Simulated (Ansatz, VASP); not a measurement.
# BiP in two plane-wave programs, part 2 of 2

One calculation is typed for both programs; each brings its own data sets. How far apart do they land? The cell is generated by rule, not measured, and may not be a known phase. The cell is taken from a series of runs on this material, whose earlier steps may have relaxed, scaled, displaced or heated it; both programs get it as it stands.

VASP 6.6.1 and Ansatz 0.2.0.

So far: Set-up; VASP: zone-centre phonons, PBEsol.

The structure was built from a prototype and need not be the compound's stable phase.

## 3. Ansatz: zone-centre phonons, PBEsol

Level of this step: Ansatz beside VASP: Kohn-Sham DFT, plane waves, PBEsol (Ansatz).

Ansatz runs on norm-conserving files, of PseudoDojo where its log says so.

The same cell, functional, mesh and smearing now go to Ansatz, which takes its cutoff from its data sets.

File input.yaml:

```yaml
crystal:
  lattice:
    - [3.9468847025, 0.0, 0.0]
    - [-1.9734423512, 3.4181024182, 0.0]
    - [0.0, 0.0, 7.7516243735]
  atoms:
    - { symbol: Bi, position: [0.0, 0.0, 0.9833493881] }
    - { symbol: Bi, position: [0.0, 0.0, 0.4833493881] }
    - { symbol: P, position: [0.3333333333, 0.6666666667, 0.2927086834] }
    - { symbol: P, position: [0.6666666667, 0.3333333333, 0.7927086834] }
kpoints:
  mp_grid: { grid: [12, 12, 6] }
hamiltonian:
  xc: pbesol
  pseudopotentials: { kind: nc }
scf:
  occupations: { method: methfessel_paxton, width: 0.15 }
output:
  eigenvalues: true
phonons:
  method: dfpt
```

The run is started by

```console
ansatz run input.yaml --threads 4 --pin off --max-ram 7168MiB --backend cpu --events-out ev --progress --plain --runs-dir out
```

Numbers of over 12 decimals in the logs are rounded to 6 here.

The program printed:

```text
Engine: ansatz 0.2.0, aarch64-unknown-linux-gnu
Pseudopotentials: kind: nc
Pseudopotential: Bi, nc, valence charge 15, recommended cutoff 897.975746 eV (normal), Bi.nc.azcp (PseudoDojo's, or run here from an input of PseudoDojo's: the run reads no file of this project's for it)
Pseudopotential: P, nc, valence charge 5, recommended cutoff 598.650497 eV (normal), P.nc.azcp (PseudoDojo's, or run here from an input of PseudoDojo's: the run reads no file of this project's for it)
Functional definition: PBEsol
  exchange = pbesol_x
  correlation = pbesol_c
Crystal: 4 atoms, lattice volume = 104.576 Å³
Basis set: ecut = 897.975746 eV, 6397 PW (Γ), exchange–correlation on 80×80×160 points (8 copies of the dense FFT grid, shifted against one another)
Bands: 24, of which v1, the nominal top of the filled ones, is band 20 counted from 1 (19 counted from 0)
Symmetry: 12 space group operations
k-points: 242 of 864 (irreducible under 2 space group operations, time reversal used)
Non-local potential: Bi, projectors of the file, l = 0: 2, l = 1: 2, l = 2: 2, l = 3: 2
Non-local potential: P, projectors of the file, l = 0: 2, l = 1: 2, l = 2: 2
Initial density: superposition of atomic densities (chi_scale 0.1, normalization cell, long waves kept (reshape's long-wave potential 0.00 eV rms))
Initial wavefunctions: pseudopotential atomic-orbital guess
Functional: x = pbesol(κ = 0.804, μ = 0.123457), c = pbesol(β = 0.046)
SCF iter   1: F=—  HF=-4821.836587 eV  |F-HF|=—  |Δ(HF+E_count)|=         —  Δρ=2.91e-2  dr2=1.65e0  ethr=3.10e-3  ⟨swp⟩=6.2  Hψ=26866  notcnv=0
preconditioner: auto → Kerker (q_TF=auto, 2.324 Å⁻¹)  [metal: Δε(μ)=0.080 eV  Ē_g=16.219 eV  σ=0.150 eV  W_gap=0.42  n_scr=22 (ndim 8)  ℏωp=23.0 eV  f_vac=0.000  D(μ)=0.24/eV (n_scr^D=0)]
SCF iter   2: F=—  HF=-4821.506452 eV  |F-HF|=—  |Δ(HF+E_count)|=   3.30e-1  S|Δr|=    0.00e0  Δρ=1.55e-2  dr2=3.99e-1  ethr=3.10e-3  ⟨swp⟩=1.9  Hψ=8229  notcnv=0
SCF iter   3: F=—  HF=-4821.416603 eV  |F-HF|=—  |Δ(HF+E_count)|=   8.98e-2  S|Δr|=    0.00e0  Δρ=3.15e-3  dr2=1.04e-2  ethr=9.99e-4  ⟨swp⟩=2.0  Hψ=8249  notcnv=0
SCF iter   4: F=—  HF=-4821.417720 eV  |F-HF|=—  |Δ(HF+E_count)|=   1.12e-3  S|Δr|=    0.00e0  Δρ=6.59e-4  dr2=7.89e-4  ethr=2.61e-5  ⟨swp⟩=2.5  Hψ=7858  notcnv=0
SCF iter   5: F=—  HF=-4821.417911 eV  |F-HF|=—  |Δ(HF+E_count)|=   1.91e-4  S|Δr|=    0.00e0  Δρ=2.82e-4  dr2=9.94e-5  ethr=1.97e-6  ⟨swp⟩=3.0  Hψ=10841  notcnv=0
SCF iter   6: F=—  HF=-4821.417939 eV  |F-HF|=—  |Δ(HF+E_count)|=   2.72e-5  S|Δr|=    0.00e0  Δρ=7.46e-5  dr2=6.23e-6  ethr=2.48e-7  ⟨swp⟩=2.0  Hψ=10054  notcnv=0
SCF iter   7: F=—  HF=-4821.417941 eV  |F-HF|=—  |Δ(HF+E_count)|=   2.55e-6  S|Δr|=    0.00e0  Δρ=1.82e-5  dr2=5.05e-7  ethr=1.56e-8  ⟨swp⟩=3.0  Hψ=11160  notcnv=0
SCF iter   8: F=—  HF=-4821.417992 eV  |F-HF|=—  |Δ(HF+E_count)|=   5.10e-5  S|Δr|=    0.00e0  Δρ=5.18e-6  dr2=5.05e-8  ethr=1.26e-9  ⟨swp⟩=2.4  Hψ=8665  notcnv=0
SCF iter   9: F=—  HF=-4821.417992 eV  |F-HF|=—  |Δ(HF+E_count)|=   1.26e-8  S|Δr|=    0.00e0  Δρ=1.34e-6  dr2=3.00e-9  ethr=1.26e-10  ⟨swp⟩=2.5  Hψ=7883  notcnv=0
SCF iter  10: F=—  HF=-4821.417992 eV  |F-HF|=—  |Δ(HF+E_count)|=  1.03e-10  S|Δr|=    0.00e0  Δρ=2.70e-7  dr2=1.13e-10  ethr=7.51e-12  ⟨swp⟩=2.4  Hψ=8859  notcnv=0
SCF iter  11: F=-4821.417992 eV  HF=-4821.417992 eV  |F-HF|=0.00e0  |Δ(HF+E_count)|=  1.91e-11  S|Δr|=    0.00e0  Δρ=7.00e-8  dr2=6.35e-12  ethr=1.00e-12  ⟨swp⟩=7.6  Hψ=33798  notcnv=0
the search or the solves at the SCF's close seem to have found levels that the self-consistency loop had missed (the run counts 2). By its estimate they hold under 1e-12 electrons; where the run keeps them, the occupations were computed again with them
SCF 1 converged in 11 iterations: F = -4821.417992 eV  dr2 = 6.35e-12
DFPT response loops at Γ: preconditioner auto → Kerker (q_TF=auto, 2.324 Å⁻¹) (partly filled bands, converged f_vac=0.000); β = 1.00, the filter's whole step (`scf.mixing.beta` (0.50) is not read by the response loops under this deck's `scf.mixing.preconditioner`; to damp them name `kerker` or `kerker_dos`, under which they read `scf.mixing.beta`, and type it under 1.00, their step now; both keys bind the ground state too); Broyden in place of MSR1
SCF converged after 11 iterations
Stability not checked: this state was not tested for a lower state beside it, because cold or Methfessel-Paxton smearing, or corrected tetrahedra, fill the levels in a way that the test cannot read (fill_not_monotonic; see scf.lower_state_search)
Free energy (F): -4821.417992 eV
Harris-Foulkes:  -4821.417992 eV  (|F-HF|=0.00e0)
Internal energy: -4821.420307 eV  (E = F + TS)
E sigma→0 (E₀):  -4821.418571 eV
Entropy (-TS):   0.002315 eV (0.579 meV/atom)
Fermi energy:    9.631589 eV
--- Per-component energies (eV) ---
  E_band       = -198.719290
  E_kinetic    = 2263.025158
  E_local      = -2923.312251  (includes V_loc(G=0)·N_el)
  E_nonlocal   = -777.982524
  E_hartree    = 1019.327394
  E_xc         = -1265.185063
  E_vxc        = -799.104426  (∫ρ·V_xc dr)
  E_ewald      = -3137.293022
  E_smearing   = 0.002315  (= −TS)
  E_closure    = 0.000000  (closes the sum)
  Σ components = -4821.417992   (vs F -4821.417992, Δ=0.00e0)
--- Band table (eV; the first three rows and the last of 242) ---
  k-point 0: bands = [... 16 lower, 8.0126, 8.6241, 8.6241, 9.2955, 10.9327, 11.6109, 11.6109, 11.7756]
  k-point 1: bands = [... 16 lower, 8.0499, 8.5791, 8.5791, 9.1369, 11.0607, 11.6218, 11.6218, 11.7846]
  k-point 2: bands = [... 16 lower, 8.1543, 8.4594, 8.4594, 8.7517, 11.3360, 11.6617, 11.6617, 11.7560]
  k-point 241: bands = [... 16 lower, 5.9715, 5.9715, 7.8846, 7.8846, 10.1132, 10.1132, 12.7995, 12.7995]
--- Phonons (Γ-DFPT): 4 representative perturbations + reference, on 242 of 864 k-points (Σ response iterations 14) ---
  k mesh reduced under 2 symmetry operations, with k and −k counted as one. Each operation leaves every solved perturbation unchanged. A smaller set is not used because it would not reduce the number of displacements times k-points to solve
  ASR residual: 2.326e-5 → 0.000e0 eV/Å²; symmetrization residual: 2.095e-5 eV/Å²
  ASR residual per site (eV/Å²): 2.33e-5 2.33e-5 6.35e-6 6.35e-6
  Γ frequencies (cm⁻¹): 0.00 0.00 0.00 36.44 36.44 91.05 216.65 216.65 238.36 238.36 248.23 283.81
  non-analytic LO–TO correction: not included (Born effective charges unavailable; polar crystals: no LO–TO splitting at Γ)
```

Reading the cycles: dr2 is the Hartree energy of the density residual (eV), the measure of convergence; HF is the Harris–Foulkes estimate of the energy, which meets the free energy F at convergence.

## 4. Differences

Known differences besides the potentials themselves: the cutoff is 897.976 eV in Ansatz and 500 eV in VASP. Total energies have different zeros and are not compared.

Both answers:

| quantity | Ansatz | VASP | difference |
| --- | --- | --- | --- |
| optical mode 1 to 2 (cm⁻¹) | 36.4 | 37.5 | -1.1 |
| optical mode 3 (cm⁻¹) | 91.0 | 90.9 | +0.16 % |
| optical mode 4 to 5 (cm⁻¹) | 216.7 | 216.9 | -0.13 % |
| optical mode 6 to 7 (cm⁻¹) | 238.4 | 238.2 | +0.06 % |
| optical mode 8 (cm⁻¹) | 248.2 | 249.4 | -0.46 % |
| optical mode 9 (cm⁻¹) | 283.8 | 285.8 | -0.69 % |

Modes are paired by rising frequency, not by their patterns, so a pair may set unlike modes beside each other; they are those without the splitting of longitudinal modes.

## 5. What came out

```json
{
 "r.m.s. difference of the optical zone-centre modes, each program's sorted by frequency (zone-centre phonons, PBEsol)": "0.92 cm⁻¹",
 "difference in optical mode 9 (zone-centre phonons, PBEsol)": "-0.7 %"
}
```

The r.m.s. difference of the optical zone-centre modes, each program's sorted by frequency is 0.92 cm⁻¹ (zone-centre phonons, PBEsol). Among the rows given in per cent, the largest difference of the zone-centre phonons, PBEsol pair is in optical mode 9, -0.7 %. How closely two codes agree says nothing of how well the functional describes the real material.

[Lines on the potential files, build, host, timing and source positions are cut from VASP's logs without a mark.]

[Logs are printed without paths, hosts, clocks, repeated set-up lines and the standing remarks that a program may print on its own settings, such as how far it seeks lower states.]

[Hosts, paths, dates, database ids (printed as entryN), source tags and the programs' standing remarks are cut or masked in the printed files.]
